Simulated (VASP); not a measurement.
VASP ran on this input.

File KPOINTS:
```
Automatic mesh
0
Gamma
2 2 2
0 0 0
```

**INCAR**
```
# general
SYSTEM  = ReSe2
PREC    = Accurate
ENCUT   = 300   # plane-wave cut-off (eV)
LREAL   = .False.   # projection in real space or not
LASPH   = .True.   # aspherical one-centre terms

# electronic loop
EDIFF   = 1E-6
NELM    = 100   # most electronic steps
ALGO    = Normal
LMAXMIX = 6

# smearing
ISMEAR  = 0
SIGMA   = 0.1

# functional
GGA     = PE   # PBE

# ions
ISIF    = 2

# output
LWAVE   = .False.
LCHARG  = .False.
```

### POSCAR
```
ReSe2
1
    1.6790610000     0.9694060000     6.5010760000
   -1.6790610000     0.9694060000     6.5010760000
    0.0000000000    -1.9388130000     6.5010760000
Re Se
1 2
Direct
  0.0118180000   0.0035290000  -0.0097160000
  0.7627520000   0.7439050000   0.7415210000
  0.5587300000   0.5858660000   0.6014950000
```

POTCAR, in this order: Re Se (PBE.64 set). Program: vasp_std.

Write an equivalent input for Ansatz.

One equivalent input (not run):
Ansatz 0.2 input:
```yaml
crystal:
  lattice:
    - [1.6790610, 0.9694060, 6.5010760]
    - [-1.6790610, 0.9694060, 6.5010760]
    - [0.0000000, -1.9388130, 6.5010760]
  atoms:
    - { symbol: Re, position: [0.0118180, 0.0035290, -0.0097160] }
    - { symbol: Se, position: [0.7627520, 0.7439050, 0.7415210] }
    - { symbol: Se, position: [0.5587300, 0.5858660, 0.6014950] }
kpoints:
  mp_grid: { grid: [2, 2, 2] }
hamiltonian:
  xc: pbe
  pseudopotentials: { kind: paw }
scf:
  occupations: { method: gaussian, width: 0.1 }
  max_iter: 100
output: { forces: true, stress: true, eigenvalues: true }
```
What does not carry over: each code has its own PAW files, so the cut-off isn't converted (ENCUT is set for VASP's; basis.ecutwfc is left out, and Ansatz then takes the one that its files recommend); Ansatz stops its SCF on the density residual and VASP on the energy change (EDIFF).

The structure was generated: ReSe2 was put into an ordered model structure, which need not be its known phase. The cell was not relaxed at this level, atoms are displaced from their ideal sites. The k-mesh is coarse (spacing up to 1.09 per Å, 2π included), so the numbers may not be converged in it. The run is one of a series of settings (KPOINTS 2×2×2 Γ-centred mesh against the base run), some of them coarse on purpose.
